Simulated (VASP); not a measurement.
A run of VASP 6.6.1:

INCAR

```
SYSTEM = InAs
ALGO = Normal
AMIX = 0.2
EDIFF = 1E-7
EDIFFG = -0.002
ENCUT = 520
GGA = PE
IBRION = 2
ISIF = 3
ISMEAR = 0
LASPH = .True.
LCHARG = .False.
LREAL = .False.
LWAVE = .False.
NELM = 60
NSW = 80
PREC = Accurate
SIGMA = 0.02
```

File KPOINTS:

```
k-points
0
Gamma
  10 10 10
  0 0 0
```

File POSCAR:

```
InAs
1.0
    0.0000000000      3.0180000000      3.0180000000
    3.0180000000      0.0000000000      3.0180000000
    3.0180000000      3.0180000000      0.0000000000
In As
1 1
Direct
    0.0000000000      0.0000000000      0.0000000000
    0.2500000000      0.2500000000      0.2500000000
```

Potentials or basis: VASP PAW PBE potentials, release 64 (In_d, As).

Run with:

```bash
$ cat potpaw_PBE.64/In_d/POTCAR potpaw_PBE.64/As/POTCAR > POTCAR
$ mpirun -np 1 vasp_std > vasp.out
```

Hardware: 1 thread of Intel(R) Xeon(R) 6975P-C (Granite Rapids), with other jobs on the host.

**Question.** How long does it take, and how much memory?

**Answer.** It took 41 s on 1 thread of Intel(R) Xeon(R) 6975P-C (Granite Rapids), on a shared host, peak memory 0.2 GiB. Counts: scf iterations 43, k points 47, ion steps 3.
